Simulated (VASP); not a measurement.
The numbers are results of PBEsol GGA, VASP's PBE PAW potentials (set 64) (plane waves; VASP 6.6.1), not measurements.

VASP ran on this input.

**INCAR**
```
! general
SYSTEM  = Nb4C2N2
PREC    = Accurate
ENCUT   = 520   ! plane-wave cut-off (eV)
LREAL   = .False.   ! projection in real space or not
LASPH   = .True.

! electronic loop
EDIFF   = 1E-7   ! SCF stop (eV)
NELM    = 100   ! most electronic steps
ALGO    = Normal   ! blocked Davidson
LMAXMIX = 4   ! l cut-off of mixed one-centre charges

! smearing
ISMEAR  = -5   ! tetrahedra, Bloechl

! functional
GGA     = PS

! ions
ISIF    = 2

! output
LWAVE   = .False.
LCHARG  = .True.
LORBIT  = 11
NEDOS   = 601   ! DOS grid

! other
LEFG    = .True.
```

File KPOINTS:
```
Automatic mesh
0
Gamma
13 13 4
0 0 0
```

### POSCAR
```
Nb4C2N2
1
    0.0000000000     2.2033081036     2.2033081036
    2.2033081036     0.0000000000     2.2033081036
    8.8443501507     8.8443501507    -0.0311177362
Nb N C
4 2 2
Direct
  0.0001453000   0.0001453000   0.9998910250
  0.0000000000   1.0000000000   0.2500000000
  0.9998547000   0.9998547000   0.5001089750
  0.0000000000   1.0000000000   0.7500000000
  0.4969162837   0.4969162837   0.1273127873
  0.5030837163   0.5030837163   0.3726872127
  0.5027735378   0.5027735378   0.6229198466
  0.4972264622   0.4972264622   0.8770801534
```

POTCAR, in this order: Nb_sv N C (PBE.64 set). Program: vasp_std.

The resulting files:

**OSZICAR**
```
       N       E                     dE             d eps       ncg     rms          rms(c)
DAV:   1     0.879576676227E+03    0.87958E+03   -0.38714E+04 15876   0.177E+03
DAV:   2    -0.205566425491E+02   -0.90013E+03   -0.88581E+03 19092   0.711E+02
DAV:   3    -0.970250297286E+02   -0.76468E+02   -0.75593E+02 26656   0.165E+02
DAV:   4    -0.101581303575E+03   -0.45563E+01   -0.45224E+01 26528   0.347E+01
DAV:   5    -0.101839476142E+03   -0.25817E+00   -0.25463E+00 25368   0.823E+00    0.263E+01
DAV:   6    -0.881310894360E+02    0.13708E+02   -0.10762E+02 23240   0.476E+01    0.896E+00
DAV:   7    -0.879752974823E+02    0.15579E+00   -0.18847E+01 25184   0.204E+01    0.593E+00
DAV:   8    -0.875764110038E+02    0.39889E+00   -0.48469E+00 24768   0.106E+01    0.393E+00
DAV:   9    -0.875631396795E+02    0.13271E-01   -0.53647E-01 23464   0.396E+00    0.106E+00
DAV:  10    -0.875621586520E+02    0.98103E-03   -0.16190E-01 25432   0.235E+00    0.617E-01
DAV:  11    -0.875596590699E+02    0.24996E-02   -0.53804E-02 23600   0.153E+00    0.398E-01
DAV:  12    -0.875595176449E+02    0.14142E-03   -0.81310E-03 23888   0.658E-01    0.123E-01
DAV:  13    -0.875595810740E+02   -0.63429E-04   -0.14156E-03 23552   0.222E-01    0.242E-02
DAV:  14    -0.875595859637E+02   -0.48896E-05   -0.14631E-04 28600   0.688E-02    0.184E-02
DAV:  15    -0.875595890188E+02   -0.30551E-05   -0.26590E-05 27080   0.222E-02    0.106E-02
DAV:  16    -0.875595957587E+02   -0.67399E-05   -0.17443E-05 25680   0.121E-02    0.344E-03
DAV:  17    -0.875595988280E+02   -0.30693E-05   -0.12502E-05 21232   0.627E-03    0.725E-04
DAV:  18    -0.875596003717E+02   -0.15436E-05   -0.66529E-06 13536   0.185E-03    0.584E-04
DAV:  19    -0.875596015120E+02   -0.11403E-05   -0.42579E-06 13448   0.136E-03    0.449E-04
DAV:  20    -0.875596023205E+02   -0.80852E-06   -0.30130E-06 13312   0.105E-03    0.292E-04
DAV:  21    -0.875596029831E+02   -0.66259E-06   -0.19709E-06 13072   0.863E-04    0.905E-05
DAV:  22    -0.875596035294E+02   -0.54622E-06   -0.14797E-06 12856   0.635E-04    0.140E-04
DAV:  23    -0.875596038560E+02   -0.32667E-06   -0.78746E-07 12552   0.553E-04    0.113E-04
DAV:  24    -0.875596040200E+02   -0.16396E-06   -0.32882E-07 12192   0.415E-04    0.631E-05
DAV:  25    -0.875596041228E+02   -0.10284E-06   -0.18313E-07 11836   0.373E-04    0.808E-05
DAV:  26    -0.875596041310E+02   -0.81709E-08   -0.10284E-07 11426   0.286E-04
   1 F= -.87559604E+02 E0= -.87559604E+02  d E =0.000000E+00
```

File OUTCAR:
```
------------------------ aborting loop because EDIFF is reached ----------------------------------------
  FORCE on cell =-STRESS in cart. coord.  units (eV):
  Direction    XX          YY          ZZ          XY          YZ          ZX
  --------------------------------------------------------------------------------------
  Total       -0.0013392     -0.0013392     -0.0013392     -0.3430459      0.3430459      0.3430459
  in kB       -0.0249437     -0.0249437     -0.0249437     -6.3892975      6.3892975      6.3892975
  external PRESSURE =      -0.0249437 kB  Pullay stress =       0.0000000 kB
  volume of cell :       86.02
      direct lattice vectors                 reciprocal lattice vectors
     0.000000000  2.203308104  2.203308104    -0.226532980  0.227330008  0.226532980
     2.203308104  0.000000000  2.203308104     0.227330008 -0.226532980  0.226532980
     8.844350151  8.844350151 -0.031117736     0.056433988  0.056433988 -0.056433988
 POSITION                                       TOTAL-FORCE (eV/Angst)
 -----------------------------------------------------------------------------------
      8.84371      8.84371     -0.03047         0.043245      0.043245     -0.043245
      2.21109      2.21109     -0.00778        -0.000000      0.000000     -0.000000
      6.62613      6.62613      4.39041        -0.043245     -0.043245      0.043245
      6.63326      6.63326     -0.02334        -0.000000      0.000000     -0.000000
      2.22086      2.22086      2.18576        -0.010443     -0.010443      0.010443
      4.40462      4.40462      2.20530         0.010443      0.010443     -0.010443
      6.61709      6.61709      2.19615         0.000327      0.000327     -0.000327
      8.85275      8.85275      2.16379        -0.000327     -0.000327      0.000327
 -----------------------------------------------------------------------------------
    total drift:                               -0.000003     -0.000003     -0.000001
  FREE ENERGIE OF THE ION-ELECTRON SYSTEM (eV)
  ---------------------------------------------------
  free  energy   TOTEN  =       -87.5596041310 eV

  energy  without entropy=      -87.5596041310  energy(sigma->0) =      -87.55960413

 total charge

# of ion       s       p       d       tot
------------------------------------------
    1        2.164   6.073   2.432  10.669
    2        2.154   6.059   2.436  10.648
    3        2.164   6.073   2.432  10.669
    4        2.172   6.090   2.428  10.690
    5        1.235   2.490   0.000   3.725
    6        1.235   2.490   0.000   3.725
    7        0.876   1.557   0.000   2.432
    8        0.876   1.557   0.000   2.432
--------------------------------------------------
tot         12.875  32.388   9.727  54.990

 Electric field gradients after diagonalization (V/A^2)
 (convention: |V_zz| > |V_xx| > |V_yy|)
----------------------------------------------------------------------
 ion       V_xx      V_yy      V_zz     asymmetry (V_yy - V_xx)/ V_zz
----------------------------------------------------------------------
   1      -1.230    -1.230     2.460       0.000
   2      -0.663    -0.663     1.326       0.001
   3      -1.230    -1.230     2.460       0.000
   4      -1.949    -1.949     3.898       0.000
   5      -0.254    -0.253     0.507       0.002
   6      -0.254    -0.253     0.507       0.002
   7      -0.076    -0.075     0.151       0.004
   8      -0.076    -0.075     0.151       0.004
```
(Selected blocks of OUTCAR.)

For a metal the tetrahedron method with Blöchl corrections gives inexact stress and forces.

The structure was generated: Nb4C2N2 was put into an ordered model structure (R-3m), which need not be its known phase. It was relaxed first.
